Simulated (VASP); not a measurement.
These are revPBE GGA, VASP's PBE PAW potentials (set 64) (plane waves; VASP) values and carry that method's errors.

VASP input:

POSCAR:
```
CoGa
1
    2.8717256592     0.0000000000     0.0000000000
    0.0000000000     2.8717256592     0.0000000000
    0.0000000000     0.0000000000     2.8717256592
Ga Co
1 1
Direct
  0.5000000000   0.5000000000   0.5000000000
  0.0000000000   0.0000000000   0.0000000000
```

### KPOINTS
```
Automatic mesh
0
Gamma
13 13 13
0 0 0
```

INCAR:
```
ALGO=Normal
EDIFF=1E-7
ENCUT=520
GGA=RE
ISIF=2
ISMEAR=1
LASPH=.TRUE.
LCHARG=.FALSE.
LMAXMIX=4
LREAL=.FALSE.
LWAVE=.FALSE.
NELM=100
PREC=Accurate
SIGMA=0.1
SYSTEM=CoGa
```

POTCAR, in this order: Ga_d Co (PBE.64 set). Program: vasp_std.

Output of the run:

### OSZICAR
```
       N       E                     dE             d eps       ncg     rms          rms(c)
DAV:   1     0.997720381644E+02    0.99772E+02   -0.10780E+04  2656   0.262E+03
DAV:   2    -0.571538015747E+01   -0.10549E+03   -0.10334E+03  2611   0.357E+02
DAV:   3    -0.105600651491E+02   -0.48447E+01   -0.48260E+01  2898   0.816E+01
DAV:   4    -0.106330266205E+02   -0.72961E-01   -0.72952E-01  3443   0.944E+00
DAV:   5    -0.106350574523E+02   -0.20308E-02   -0.20308E-02  3097   0.134E+00    0.942E+00
DAV:   6    -0.115809513165E+02   -0.94589E+00   -0.21096E+01  2864   0.615E+01    0.110E+01
DAV:   7    -0.972605934743E+01    0.18549E+01   -0.86585E+00  2632   0.455E+01    0.183E+00
DAV:   8    -0.970789423694E+01    0.18165E-01   -0.23009E-01  3026   0.555E+00    0.611E-01
DAV:   9    -0.970246419396E+01    0.54300E-02   -0.17209E-02  3486   0.211E+00    0.125E-01
DAV:  10    -0.970220829326E+01    0.25590E-03   -0.58186E-04  3474   0.365E-01    0.603E-02
DAV:  11    -0.970220295624E+01    0.53370E-05   -0.49390E-05  3516   0.126E-01    0.108E-02
DAV:  12    -0.970220213791E+01    0.81833E-06   -0.23911E-06  3055   0.257E-02    0.189E-03
DAV:  13    -0.970220197069E+01    0.16723E-06   -0.23550E-07  2389   0.733E-03    0.102E-03
DAV:  14    -0.970220190184E+01    0.68850E-07   -0.59514E-08  1617   0.449E-03
   1 F= -.97022019E+01 E0= -.97025143E+01  d E =0.937132E-03
```

**OUTCAR**
```
------------------------ aborting loop because EDIFF is reached ----------------------------------------
  FORCE on cell =-STRESS in cart. coord.  units (eV):
  Direction    XX          YY          ZZ          XY          YZ          ZX
  --------------------------------------------------------------------------------------
  Total        0.8075540      0.8075540      0.8075540     -0.0000000     -0.0000000      0.0000000
  in kB       54.6327822     54.6327822     54.6327822     -0.0000000     -0.0000000      0.0000000
  external PRESSURE =      54.6327822 kB  Pullay stress =       0.0000000 kB
  volume of cell :       23.68
      direct lattice vectors                 reciprocal lattice vectors
     2.871725659  0.000000000  0.000000000     0.348222678  0.000000000  0.000000000
     0.000000000  2.871725659  0.000000000     0.000000000  0.348222678  0.000000000
     0.000000000  0.000000000  2.871725659     0.000000000  0.000000000  0.348222678
 POSITION                                       TOTAL-FORCE (eV/Angst)
 -----------------------------------------------------------------------------------
      1.43586      1.43586      1.43586         0.000000      0.000000      0.000000
      0.00000      0.00000      0.00000         0.000000      0.000000      0.000000
 -----------------------------------------------------------------------------------
    total drift:                                0.000000      0.000000     -0.000000
  FREE ENERGIE OF THE ION-ELECTRON SYSTEM (eV)
  ---------------------------------------------------
  free  energy   TOTEN  =        -9.7022019018 eV

  energy  without entropy=       -9.7031390337  energy(sigma->0) =       -9.70251428
```
(Selected blocks of OUTCAR.)

File OUTCAR:
```
 val. band max:       10.0088982977   @ k =   0.4615   0.3077   0.0000

 cond. band min:      10.0430107588   @ k =   0.4615   0.4615   0.2308


 Fermi energy:        10.0154719949

 k-point     1 :       0.0000    0.0000    0.0000
  band No.  band energies     occupation
      1      -5.2314      2.00000
      2      -5.2314      2.00000
      3      -4.8793      2.00000
      4      -4.8793      2.00000
      5      -4.8793      2.00000
      6      -2.1501      2.00000
      7       7.4085      2.00000
      8       7.4085      2.00000
      9       9.2329      2.00000
     10       9.2329      2.00000
     11       9.2329      2.00000
     12      15.2237      0.00000
     13      15.2237      0.00000
     14      15.2237      0.00000
     15      21.0216      0.00000

 k-point     2 :       0.0769    0.0000    0.0000
  band No.  band energies     occupation
      1      -5.2282      2.00000
      2      -5.2155      2.00000
      3      -4.8851      2.00000
      4      -4.8851      2.00000
      5      -4.8780      2.00000
      6      -2.0377      2.00000
      7       7.3880      2.00000
      8       7.4212      2.00000
      9       9.1573      2.00000
     10       9.1573      2.00000
     11       9.2333      2.00000
     12      14.3684      0.00000
     13      15.4228      0.00000
     14      15.4228      0.00000
     15      21.0418      0.00000

 k-point     3 :       0.1538    0.0000    0.0000
  band No.  band energies     occupation
      1      -5.2194      2.00000
      2      -5.1724      2.00000
      3      -4.9010      2.00000
      4      -4.9010      2.00000
      5      -4.8744      2.00000
      6      -1.7001      2.00000
      7       7.2724      2.00000
      8       7.4569      2.00000
      9       8.9634      2.00000
     10       8.9634      2.00000
     11       9.2344      2.00000
     12      12.7517      0.00000
     13      15.9877      0.00000
     14      15.9877      0.00000
     15      21.1024      0.00000
...
```

The compound is CoGa in the CsCl type structure. This cell is one point of a volume scan, at 0.97 of the reference volume. The run is not spin-polarised, so no magnetic state was tried.
